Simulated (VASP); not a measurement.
Method: LDA (Ceperley-Alder, Perdew-Zunger), VASP's LDA PAW potentials (set 64) (plane waves; VASP).

VASP ran on this input.

**INCAR**
```
ALGO = Normal
EDIFF = 1E-8
EDIFFG = -0.001
ENCUT = 400
IBRION = 1
ISIF = 2
ISMEAR = 1
LASPH = .True.
LCHARG = .False.
LMAXMIX = 4
LREAL = .False.
LWAVE = .False.
NELM = 100
NSW = 30
PREC = Accurate
SIGMA = 0.1
SYSTEM = Nb
```

**KPOINTS**
```
Regular mesh
0
G
  14 14 14
0 0 0
```

File POSCAR:
```
Nb
1
   -1.6211970015     1.6211970015     1.6211970015
    1.6211970015    -1.6211970015     1.6211970015
    1.6211970015     1.6211970015    -1.6211970015
Nb
1
Direct
  0.0000000000   0.0000000000   0.0000000000
```

POTCAR, in this order: Nb_sv (LDA.64 set). Program: vasp_std.

The resulting files:

**OUTCAR**
```
 ion  position               nearest neighbor table
   1  0.000  0.000  0.000-
  LATTYP: Found a body centered cubic cell.
 ALAT       =     3.2423940030
 Subroutine PRICEL returns:
 Original cell was already a primitive cell.
 Subroutine GETGRP returns: Found 48 space group operations
The static configuration has the point symmetry O_h .
The dynamic configuration has the point symmetry O_h .
 Subroutine INISYM returns: Found 48 space group operations
 Subroutine IBZKPT returns following result:
 Found    104 irreducible k-points:

 Following reciprocal coordinates:
            Coordinates               Weight
  0.000000  0.000000  0.000000      1.000000
  0.071429  0.000000  0.000000     12.000000
  0.142857  0.000000  0.000000     12.000000
  0.214286  0.000000  0.000000     12.000000
  0.285714  0.000000  0.000000     12.000000
  0.357143  0.000000  0.000000     12.000000
  0.428571  0.000000  0.000000     12.000000
  0.500000  0.000000  0.000000      6.000000
  0.071429  0.071429  0.000000     24.000000
  0.142857  0.071429  0.000000     48.000000
  0.214286  0.071429 -0.000000     48.000000
  0.285714  0.071429  0.000000     48.000000
  0.357143  0.071429  0.000000     48.000000
  0.428571  0.071429  0.000000     48.000000
  0.142857  0.142857  0.000000     24.000000
  0.214286  0.142857  0.000000     48.000000
  0.285714  0.142857  0.000000     48.000000
  0.357143  0.142857  0.000000     48.000000
  0.428571  0.142857  0.000000     24.000000
  0.214286  0.214286  0.000000     24.000000
  0.285714  0.214286  0.000000     48.000000
  0.357143  0.214286 -0.000000     48.000000
  0.285714  0.285714  0.000000     24.000000
  0.357143  0.285714  0.000000     24.000000
  0.071429  0.071429  0.071429      8.000000
  0.142857  0.071429  0.071429     24.000000
  0.214286  0.071429  0.071429     24.000000
  0.285714  0.071429  0.071429     24.000000
  0.357143  0.071429  0.071429     24.000000
  0.428571  0.071429  0.071429     12.000000
 -0.071429  0.071429  0.071429      6.000000
  0.142857  0.142857  0.071429     24.000000
  0.214286  0.142857  0.071429     48.000000
  0.285714  0.142857  0.071429     48.000000
  0.357143  0.142857  0.071429     48.000000
 -0.142857  0.142857  0.071429     24.000000
  0.214286  0.214286  0.071429     24.000000
  0.285714  0.214286  0.071429     48.000000
  0.357143  0.214286  0.071429     24.000000
 -0.214286  0.214286  0.071429     24.000000
   k-points           NKPTS =    104   k-points in BZ     NKDIM =    104   number of bands    NBANDS=     10
   number of dos      NEDOS =    301   number of ions     NIONS =      1
   total plane-waves  NPLWV =   5832
   dimension x,y,z NGX =    18 NGY =   18 NGZ =   18
   dimension x,y,z NGXF=    36 NGYF=   36 NGZF=   36
   ions per type =               1
   PREC   = accura    normal or accurate (medium, high low for compatibility)
   ISTART =      0    job   : 0-new  1-cont  2-samecut
   ICHARG =      2    charge: 1-file 2-atom 10-const
   ISPIN  =      1    spin polarized calculation?
   LNONCOLLINEAR =      F non collinear calculations
   LSORBIT =      F    spin-orbit coupling
   INIWAV =      1    electr: 0-lowe 1-rand  2-diag
   ENCUT  =  400.0 eV  29.40 Ry    5.42 a.u.   4.58  4.58  4.58*2*pi/ulx,y,z
   NELM   =    100;   NELMIN=  2; NELMDL= -5     # of ELM steps
   EDIFF  = 0.1E-07   stopping-criterion for ELM
   LREAL  =      F    real-space projection
   NLSPLINE    = F    spline interpolate recip. space projectors
   LMAXMIX     =    4 max onsite mixed and CHGCAR
   VOSKOWN=      0    Vosko Wilk Nusair interpolation
...
```

OSZICAR:
```
       N       E                     dE             d eps       ncg     rms          rms(c)
DAV:   1     0.953878281629E+02    0.95388E+02   -0.64865E+03  2136   0.107E+03
DAV:   2    -0.696159678330E+01   -0.10235E+03   -0.99205E+02  2316   0.396E+02
DAV:   3    -0.114774242424E+02   -0.45158E+01   -0.43058E+01  3328   0.698E+01
DAV:   4    -0.116573075200E+02   -0.17988E+00   -0.17664E+00  2978   0.119E+01
DAV:   5    -0.116630917530E+02   -0.57842E-02   -0.57802E-02  3276   0.180E+00    0.798E+00
DAV:   6    -0.112916442787E+02    0.37145E+00   -0.70808E-01  3248   0.111E+01    0.287E+00
DAV:   7    -0.112449771335E+02    0.46667E-01   -0.20589E-01  3284   0.574E+00    0.832E-01
DAV:   8    -0.112474191929E+02   -0.24421E-02   -0.10067E-02  2414   0.146E+00    0.423E-02
DAV:   9    -0.112474492662E+02   -0.30073E-04   -0.71275E-04  3598   0.290E-01    0.273E-02
DAV:  10    -0.112474526543E+02   -0.33880E-05   -0.10348E-05  2538   0.414E-02    0.155E-02
DAV:  11    -0.112474491907E+02    0.34636E-05   -0.49623E-06  2466   0.435E-02    0.265E-03
DAV:  12    -0.112474491646E+02    0.26075E-07   -0.12902E-07  3122   0.444E-03    0.444E-04
DAV:  13    -0.112474491544E+02    0.10212E-07   -0.40132E-08  2476   0.333E-03    0.310E-04
DAV:  14    -0.112474491545E+02   -0.10118E-09   -0.67082E-10  1270   0.347E-04
   1 F= -.11247449E+02 E0= -.11247589E+02  d E =-.112474E+02
```

**OUTCAR**
```
------------------------ aborting loop because EDIFF is reached ----------------------------------------
  FORCE on cell =-STRESS in cart. coord.  units (eV):
  Direction    XX          YY          ZZ          XY          YZ          ZX
  --------------------------------------------------------------------------------------
  Total        0.0012384      0.0012384      0.0012384      0.0000000     -0.0000000      0.0000000
  in kB        0.1164177      0.1164177      0.1164177      0.0000000     -0.0000000      0.0000000
  external PRESSURE =       0.1164177 kB  Pullay stress =       0.0000000 kB
  volume of cell :       17.04
      direct lattice vectors                 reciprocal lattice vectors
    -1.621197001  1.621197001  1.621197001     0.000000000  0.308414091  0.308414091
     1.621197001 -1.621197001  1.621197001     0.308414091  0.000000000  0.308414091
     1.621197001  1.621197001 -1.621197001     0.308414091  0.308414091  0.000000000
 POSITION                                       TOTAL-FORCE (eV/Angst)
 -----------------------------------------------------------------------------------
      0.00000      0.00000      0.00000         0.000000     -0.000000      0.000000
 -----------------------------------------------------------------------------------
    total drift:                                0.000000     -0.000000      0.000000
  FREE ENERGIE OF THE ION-ELECTRON SYSTEM (eV)
  ---------------------------------------------------
  free  energy   TOTEN  =       -11.2474491545 eV

  energy  without entropy=      -11.2478692511  energy(sigma->0) =      -11.24758919

 reached required accuracy - stopping structural energy minimisation
```
(Selected blocks of OUTCAR.)

The structure comes from a computed database's Nb entry (Im-3m); how it stands against other phases isn't given here. It was relaxed first, which changed the volume by -7 %. The start is the result of an earlier pass.
